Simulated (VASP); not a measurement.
# Fitting the PBE energy curve of CuP

Symmetry: Fm-3m, No. 225, cubic system. The conventional cell has a = 4.846 Å, b = 4.846 Å, c = 4.846 Å, α = 90.00°, β = 90.00°, γ = 90.00°. Cu (site symmetry m-3m) is surrounded by 6 P at 2.42 Å. P (site symmetry m-3m) is surrounded by 6 Cu at 2.42 Å.

The cell comes from a database or a generator and needn't be the stable form of this composition.

The cell was scaled at fixed shape and fractions and run with VASP, PBE PAW files Cu, P, 520 eV; PBE, k mesh 9 × 9 × 9 on the cell of 2 atoms, fermi-dirac occupations of 0.05 eV, no spin polarisation, no spin-orbit coupling. Energies are those that the program minimises, any entropy of the smearing included. For a metal such a mesh isn't converged to the digits shown.

| V (Å³/atom) | energy over the lowest row (meV/atom) |
| --- | --- |
| 13.3716 | 21.017 |
| 13.6561 | 8.992 |
| 13.9406 | 2.172 |
| 14.2251 | 0.000 |
| 14.5096 | 1.945 |
| 14.7941 | ? |
| 15.0786 | 16.379 |

**Question.** Fit the third-order Birch-Murnaghan form, give V0, B0 and B′, and predict the energy left open.

**Answer.** With y = (V0/V)^(2/3), E = E0 + (9 V0 B0/16) [(y - 1)³ B′ + (y - 1)² (6 - 4y)]. Least squares through the rows shown give V0 = 14.2276 Å³/atom, E0 = 0.001 meV, B0 = 115.7 GPa (1 eV/Å³ = 160.218 GPa) and B′ = 4.94, with a largest miss of 0.011 meV. At V = 14.7941 the form with these constants gives 7.540 meV; the run gave 7.543 meV an atom.
